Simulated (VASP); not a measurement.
These are G0W0 on PBE orbitals, VASP's PBE PAW potentials (set 64) (plane waves; VASP) values and carry that method's errors.

VASP ran on this input.

**INCAR**
```
SYSTEM = AlN
PREC = Normal
ENCUT = 500
ALGO = EVGW0
LREAL = .FALSE.
LASPH = .TRUE.
ISMEAR = 0
SIGMA = 0.01
GGA = PE
LWAVE = .FALSE.
LCHARG = .FALSE.
NELMGW = 1
NBANDS = 176
NOMEGA = 64
ENCUTGW = 170
NBANDSGW = 16
LSPECTRALGW = .TRUE.
```

POSCAR:
```
AlN
1
    3.1285900000     0.0000000000     0.0000000000
   -1.5642950000     2.7094380000     0.0000000000
    0.0000000000     0.0000000000     5.0169600000
Al N
2 2
Direct
  0.6666670000   0.3333330000   0.4992900000
  0.3333330000   0.6666670000   0.9992900000
  0.6666670000   0.3333330000   0.8807100000
  0.3333330000   0.6666670000   0.3807100000
```

KPOINTS:
```
Automatic
0
G
  5 5 3
```

POTCAR, in this order: Al_GW N_GW_new (PBE.64 set). Program: vasp_std. Read from the step before: WAVECAR, WAVEDER.

Output of the run:

### OSZICAR
```
energies w=
    0.000    0.000    0.558    0.000    1.115    0.000    1.669    0.000
    2.220    0.000    2.766    0.000    3.306    0.000    3.841    0.000
    4.368    0.000    4.888    0.000    5.402    0.000    5.908    0.000
    6.407    0.000    6.899    0.000    7.386    0.000    7.866    0.000
    8.342    0.000    8.813    0.000    9.281    0.000    9.746    0.000
   10.210    0.000   10.672    0.000   11.135    0.000   11.599    0.000
   12.066    0.000   12.537    0.000   13.012    0.000   13.494    0.000
   13.984    0.000   14.483    0.000   14.993    0.000   15.517    0.000
   16.055    0.000   16.611    0.000   17.187    0.000   17.786    0.000
   18.411    0.000   19.066    0.000   19.754    0.000   20.481    0.000
   21.253    0.000   22.076    0.000   22.956    0.000   23.904    0.000
   24.929    0.000   26.045    0.000   27.268    0.000   28.614    0.000
   30.110    0.000   31.782    0.000   33.668    0.000   35.816    0.000
   38.285    0.000   41.159    0.000   44.548    0.000   48.605    0.000
   53.551    0.000   59.713    0.000   67.598    0.000   78.036    0.000
   92.489    0.000  113.788    0.000  148.234    0.000  213.253    0.000
NQ=   1    0.0000    0.0000    0.0000,
 performed        257000 updates of chi_q(r,r)
NQ=   2    0.2000    0.0000    0.0000,
 performed        712000 updates of chi_q(r,r)
NQ=   3    0.4000    0.0000    0.0000,
 performed       1167000 updates of chi_q(r,r)
NQ=   4    0.2000    0.2000    0.0000,
 performed       1655000 updates of chi_q(r,r)
NQ=   5    0.4000    0.2000    0.0000,
 performed       2143000 updates of chi_q(r,r)
NQ=   6    0.0000    0.0000    0.3333,
 performed       2429000 updates of chi_q(r,r)
NQ=   7    0.2000    0.0000    0.3333,
 performed       2951000 updates of chi_q(r,r)
NQ=   8    0.4000    0.0000    0.3333,
 performed       3473000 updates of chi_q(r,r)
NQ=   9    0.2000    0.2000    0.3333,
 performed       4097000 updates of chi_q(r,r)
NQ=  10    0.4000    0.2000    0.3333,
 performed       4721000 updates of chi_q(r,r)
 resolving degeneracies of screened two electron integrals
```

### OUTCAR
```


 k-point   1 :       0.0000    0.0000    0.0000
  band No.  KS-energies  QP-energies   sigma(KS)   V_xc(KS)     V^pw_x(r,r')   Z            occupation Imag(sigma)

      1      -9.4136     -10.9285     -16.8650     -14.7787     -24.7220       0.7261       2.0000       1.2114
      2      -7.3265      -8.6811     -18.2205     -16.3193     -25.8124       0.7125       2.0000       0.9649
      3      -0.2525      -1.5430     -14.3742     -12.5822     -18.4210       0.7202       2.0000       0.1672
      4       4.8238       3.8025     -17.5775     -16.2548     -20.5543       0.7721       2.0000       0.0697
      5       4.8238       3.8025     -17.5775     -16.2548     -20.5543       0.7721       2.0000       0.0697
      6       5.4670       4.5275     -17.9352     -16.7239     -20.7587       0.7756       2.0000       0.0650
      7       5.4670       4.5275     -17.9352     -16.7239     -20.7587       0.7756       2.0000       0.0650
      8       5.6656       4.7564     -17.9839     -16.8123     -20.7481       0.7761       2.0000       0.0639
      9       9.7176      10.4422     -11.5466     -12.4421      -7.7826       0.8090       0.0000      -0.0518
     10      12.1806      12.9932      -9.9180     -10.9140      -5.6555       0.8158       0.0000      -0.0599
     11      16.1301      17.1523     -12.5813     -13.9398      -7.1385       0.7524       0.0000      -0.1218
     12      16.6918      17.5291      -8.7964      -9.8423      -3.9086       0.8006       0.0000      -0.0910
     13      16.6918      17.5291      -8.7964      -9.8423      -3.9086       0.8006       0.0000      -0.0910
     14      18.5478      19.5010      -9.0625     -10.2602      -3.9661       0.7959       0.0000      -0.1059
     15      18.6287      19.5903      -9.2392     -10.4519      -4.0063       0.7929       0.0000      -0.1255
     16      18.6287      19.5903      -9.2392     -10.4519      -4.0063       0.7929       0.0000      -0.1255

 k-point   2 :       0.2000    0.0000    0.0000
  band No.  KS-energies  QP-energies   sigma(KS)   V_xc(KS)     V^pw_x(r,r')   Z            occupation Imag(sigma)

      1      -8.9313     -10.4036     -17.0797     -15.0417     -24.8642       0.7224       2.0000       1.1582
      2      -7.0731      -8.4420     -18.4121     -16.5225     -25.9577       0.7244       2.0000       0.9458
      3       0.3341      -0.9566     -14.5920     -12.8271     -18.4483       0.7313       2.0000       0.1433
      4       2.9517       1.7735     -16.0751     -14.5335     -19.2861       0.7642       2.0000       0.0880
      5       3.7937       2.7213     -16.7183     -15.3244     -19.7338       0.7693       2.0000       0.0770
      6       4.3122       3.2274     -17.1512     -15.7433     -20.2030       0.7704       2.0000       0.0738
      7       5.3400       4.3842     -17.8921     -16.6587     -20.7501       0.7750       2.0000       0.0659
      8       5.4088       4.4664     -17.7959     -16.5804     -20.6082       0.7753       2.0000       0.0654
      9      11.3378      12.1461     -12.1351     -13.1465      -8.1758       0.7992       0.0000      -0.0573
     10      13.3569      14.1880      -9.8257     -10.8503      -5.3878       0.8112       0.0000      -0.0659
     11      14.2745      15.0753     -10.4483     -11.4610      -5.6874       0.7908       0.0000      -0.0850
     12      15.2779      16.1733     -10.2596     -11.3881      -5.4392       0.7935       0.0000      -0.0844
     13      17.5344      18.3417      -9.2375     -10.2524      -4.2254       0.7955       0.0000      -0.1059
     14      17.7008      18.6941     -10.2485     -11.5226      -4.9550       0.7796       0.0000      -0.1192
     15      17.7567      18.6433      -8.9534     -10.0709      -3.8092       0.7934       0.0000      -0.1186
     16      18.2938      19.0969      -9.1954     -10.2086      -3.9917       0.7926       0.0000      -0.1420

 k-point   3 :       0.4000    0.0000    0.0000
  band No.  KS-energies  QP-energies   sigma(KS)   V_xc(KS)     V^pw_x(r,r')   Z            occupation Imag(sigma)

      1      -7.8150      -9.2187     -17.7932     -15.8500     -25.4227       0.7223       2.0000       1.0313
      2      -6.7758      -8.1242     -18.6344     -16.7776     -26.1457       0.7262       2.0000       0.9156
      3       0.6342      -0.6660     -14.8882     -13.1264     -18.6688       0.7381       2.0000       0.1309
      4       1.7859       0.5406     -15.5219     -13.8661     -19.0353       0.7520       2.0000       0.1078
      5       1.9149       0.6689     -15.5802     -13.9250     -19.0573       0.7528       2.0000       0.1054
      6       3.7010       2.5479     -16.7762     -15.2728     -19.9496       0.7670       2.0000       0.0798
      7       4.3724       3.3191     -16.7191     -15.3556     -19.6159       0.7725       2.0000       0.0722
      8       5.0391       4.0426     -17.6999     -16.4114     -20.6221       0.7734       2.0000       0.0679
      9      11.5950      12.2384      -9.2692     -10.0558      -5.1090       0.8179       0.0000      -0.0591
     10      11.7520      12.3848      -9.6031     -10.3814      -5.4461       0.8130       0.0000      -0.0606
     11      13.6149      14.5001     -10.8447     -11.9491      -6.3657       0.8016       0.0000      -0.0699
     12      15.8077      16.8275     -11.7136     -13.0291      -6.6341       0.7752       0.0000      -0.0975
     13      16.6353      17.4280      -8.7405      -9.7285      -3.8844       0.8024       0.0000      -0.0922
     14      17.5065      18.6415     -11.5418     -13.0199      -6.1389       0.7679       0.0000      -0.1232
     15      17.9744      18.9068     -10.8799     -12.0854      -5.5349       0.7735       0.0000      -0.1319
     16      20.5494      21.4882     -10.6598     -11.8978      -4.4640       0.7583       0.0000      -0.2887

 k-point   4 :       0.2000    0.2000    0.0000
  band No.  KS-energies  QP-energies   sigma(KS)   V_xc(KS)     V^pw_x(r,r')   Z            occupation Imag(sigma)

      1      -8.1094      -9.5284     -17.5583     -15.5905     -25.2216       0.7211       2.0000       1.0615
      2      -6.7844      -8.1357     -18.6507     -16.7907     -26.1647       0.7265       2.0000       0.9196
      3       1.3990       0.1390     -15.0924     -13.4036     -18.6551       0.7461       2.0000       0.1156
      4       1.7315       0.4804     -15.5036     -13.8421     -18.9874       0.7530       2.0000       0.1057
      5       1.9144       0.6578     -15.5248     -13.8584     -18.9943       0.7541       2.0000       0.1047
      6       3.5508       2.4212     -16.5448     -15.0729     -19.6698       0.7674       2.0000       0.0807
      7       4.4500       3.3846     -17.1278     -15.7459     -20.1094       0.7710       2.0000       0.0721
      8       4.7851       3.7710     -17.2784     -15.9651     -20.1859       0.7722       2.0000       0.0697
      9      12.3073      12.9308      -9.3148     -10.0835      -4.9994       0.8111       0.0000      -0.0658
     10      12.8865      13.7286     -11.6032     -12.6650      -7.2129       0.7930       0.0000      -0.0711
     11      14.0560      14.9194     -10.5679     -11.6453      -6.0300       0.8014       0.0000      -0.0715
     12      15.0546      16.0234     -10.6599     -11.8791      -5.8845       0.7946       0.0000      -0.0791
     13      16.2945      17.2414      -9.8201     -11.0118      -4.9049       0.7945       0.0000      -0.0893
     14      17.0665      17.8878      -9.8513     -10.8917      -4.8236       0.7894       0.0000      -0.1055
     15      17.8545      18.9693     -11.3281     -12.7753      -5.8801       0.7703       0.0000      -0.1336
     16      20.0491      20.9545     -10.3443     -11.5216      -4.4625       0.7690       0.0000      -0.2432

 k-point   5 :       0.4000    0.2000    0.0000
  band No.  KS-energies  QP-energies   sigma(KS)   V_xc(KS)     V^pw_x(r,r')   Z            occupation Imag(sigma)

      1      -7.2730      -8.6478     -18.2459     -16.3459     -25.8122       0.7235       2.0000       0.9731
      2      -6.8222      -8.1787     -18.5802     -16.7197     -26.0915       0.7291       2.0000       0.9230
      3       0.6422      -0.6733     -14.7582     -12.9799     -18.5030       0.7397       2.0000       0.1294
      4       1.8094       0.5660     -15.6685     -14.0155     -19.1970       0.7522       2.0000       0.1068
      5       2.4305       1.2020     -15.7271     -14.1113     -19.0529       0.7603       2.0000       0.0953
      6       2.7258       1.5238     -15.9275     -14.3477     -19.2293       0.7609       2.0000       0.0939
      7       3.7589       2.6397     -16.3276     -14.8735     -19.3453       0.7697       2.0000       0.0787
      8       3.9037       2.7878     -16.7633     -15.3113     -19.8436       0.7686       2.0000       0.0776
      9      11.0280      11.5397      -8.6947      -9.3181      -4.6168       0.8208       0.0000      -0.0574
     10      13.1360      13.9204     -10.5444     -11.5235      -6.1398       0.8011       0.0000      -0.0701
     11      14.5995      15.5487     -11.3007     -12.4991      -6.6094       0.7921       0.0000      -0.0781
     12      15.5317      16.5462     -11.8198     -13.1245      -6.8234       0.7775       0.0000      -0.0928
     13      16.3633      17.3558     -10.4375     -11.6958      -5.4619       0.7887       0.0000      -0.0932
     14      17.4046      18.6049     -11.7911     -13.3491      -6.4500       0.7703       0.0000      -0.1166
     15      18.4924      19.4192     -10.7842     -11.9791      -5.3844       0.7756       0.0000      -0.1475
     16      19.9749      20.8552     -10.1695     -11.3180      -4.1134       0.7665       0.0000      -0.2770

 k-point   6 :       0.0000    0.0000    0.3333
  band No.  KS-energies  QP-energies   sigma(KS)   V_xc(KS)     V^pw_x(r,r')   Z            occupation Imag(sigma)

      1      -9.0088     -10.4820     -17.0315     -14.9891     -24.8306       0.7212       2.0000       1.1659
      2      -8.0046      -9.4112     -17.6175     -15.6629     -25.2759       0.7196       2.0000       1.0471
      3       1.0632      -0.1915     -15.2377     -13.5465     -18.9502       0.7419       2.0000       0.1236
      4       3.7802       2.7180     -16.5617     -15.1811     -19.5439       0.7694       2.0000       0.0779
      5       4.9779       3.9751     -17.6620     -16.3640     -20.6050       0.7726       2.0000       0.0686
...
```
(Selected blocks of OUTCAR.)

The mesh is coarse and the basis finite, so the quasiparticle values are not converged.

The structure comes from a computed database's AlN entry (P6_3mc); how it stands against other phases isn't given here. The cell was not relaxed at this level. The k-mesh is coarse (spacing up to 0.46 per Å, 2π included), so the numbers may not be converged in it.
